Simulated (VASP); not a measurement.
Data:

```
CELL_PARAMETERS angstrom
      0.00000     3.50000     3.50000
      3.50000     0.00000     3.50000
      3.50000     3.50000     0.00000
ATOMIC_POSITIONS crystal
  Ba 0.00000 0.00000 0.00000
  Te 0.50000 0.50000 0.50000
```

The numbers are results of G0W0 on PBE orbitals, VASP's PBE PAW potentials (set 64) (plane waves; VASP 6.6.1), not measurements. Run with PREC = Normal, 500 eV cut-off, 6×6×6 Γ-centred mesh, Gaussian smearing of 0.010 eV, potentials Ba_sv_GW Te_GW.

The mesh is coarse and the basis finite, so the quasiparticle values are not converged.

NBANDS = 128, ENCUTGW = 180 eV, NOMEGA = 64. The PBE levels (eV) that the step starts from are:

| state | KS energy | filling |
|---|---|---|
| k1 (0.00, 0.00, 0.00), band 5 | -6.03 | 2 |
| k1 (0.00, 0.00, 0.00), band 6 | 3.46 | 2 |
| k1 (0.00, 0.00, 0.00), band 7 | 3.46 | 2 |
| k1 (0.00, 0.00, 0.00), band 8 | 3.46 | 2 |
| k1 (0.00, 0.00, 0.00), band 9 | 6.43 | 0 |
| k1 (0.00, 0.00, 0.00), band 10 | 6.46 | 0 |
| k1 (0.00, 0.00, 0.00), band 11 | 6.46 | 0 |
| k1 (0.00, 0.00, 0.00), band 12 | 6.46 | 0 |
| k6 (0.33, 0.17, 0.00), band 5 | -5.61 | 2 |
| k6 (0.33, 0.17, 0.00), band 6 | 1.89 | 2 |
| k6 (0.33, 0.17, 0.00), band 7 | 2.79 | 2 |
| k6 (0.33, 0.17, 0.00), band 8 | 2.94 | 2 |
| k6 (0.33, 0.17, 0.00), band 9 | 6.04 | 0 |
| k6 (0.33, 0.17, 0.00), band 10 | 7.68 | 0 |
| k6 (0.33, 0.17, 0.00), band 11 | 7.86 | 0 |
| k6 (0.33, 0.17, 0.00), band 12 | 8.24 | 0 |
| k16 (-0.33, 0.50, 0.17), band 5 | -5.67 | 2 |
| k16 (-0.33, 0.50, 0.17), band 6 | 2.42 | 2 |
| k16 (-0.33, 0.50, 0.17), band 7 | 2.46 | 2 |
| k16 (-0.33, 0.50, 0.17), band 8 | 2.75 | 2 |
| k16 (-0.33, 0.50, 0.17), band 9 | 6.05 | 0 |
| k16 (-0.33, 0.50, 0.17), band 10 | 8.00 | 0 |
| k16 (-0.33, 0.50, 0.17), band 11 | 8.23 | 0 |
| k16 (-0.33, 0.50, 0.17), band 12 | 8.81 | 0 |

Task: Give the quasiparticle energies and renormalisation factors Z.

Result: 
```tsv
state	QP energy (eV)	Z
k1 (0.00, 0.00, 0.00), band 5	-6.65	0.69
k1 (0.00, 0.00, 0.00), band 6	2.79	0.76
k1 (0.00, 0.00, 0.00), band 7	2.79	0.76
k1 (0.00, 0.00, 0.00), band 8	2.79	0.76
k1 (0.00, 0.00, 0.00), band 9	6.79	0.79
k1 (0.00, 0.00, 0.00), band 10	6.93	0.77
k1 (0.00, 0.00, 0.00), band 11	6.93	0.77
k1 (0.00, 0.00, 0.00), band 12	6.93	0.77
k6 (0.33, 0.17, 0.00), band 5	-6.21	0.70
k6 (0.33, 0.17, 0.00), band 6	1.11	0.74
k6 (0.33, 0.17, 0.00), band 7	2.09	0.75
k6 (0.33, 0.17, 0.00), band 8	2.24	0.75
k6 (0.33, 0.17, 0.00), band 9	6.41	0.78
k6 (0.33, 0.17, 0.00), band 10	8.18	0.77
k6 (0.33, 0.17, 0.00), band 11	8.52	0.76
k6 (0.33, 0.17, 0.00), band 12	8.86	0.76
k16 (-0.33, 0.50, 0.17), band 5	-6.25	0.70
k16 (-0.33, 0.50, 0.17), band 6	1.68	0.74
k16 (-0.33, 0.50, 0.17), band 7	1.66	0.74
k16 (-0.33, 0.50, 0.17), band 8	2.01	0.75
k16 (-0.33, 0.50, 0.17), band 9	6.41	0.78
k16 (-0.33, 0.50, 0.17), band 10	8.59	0.76
k16 (-0.33, 0.50, 0.17), band 11	8.88	0.77
k16 (-0.33, 0.50, 0.17), band 12	9.63	0.76
```
On the mesh the gap opens from 1.59 to 2.53 eV.

The compound is BaTe in the rock salt structure. The cell was not relaxed at this level.
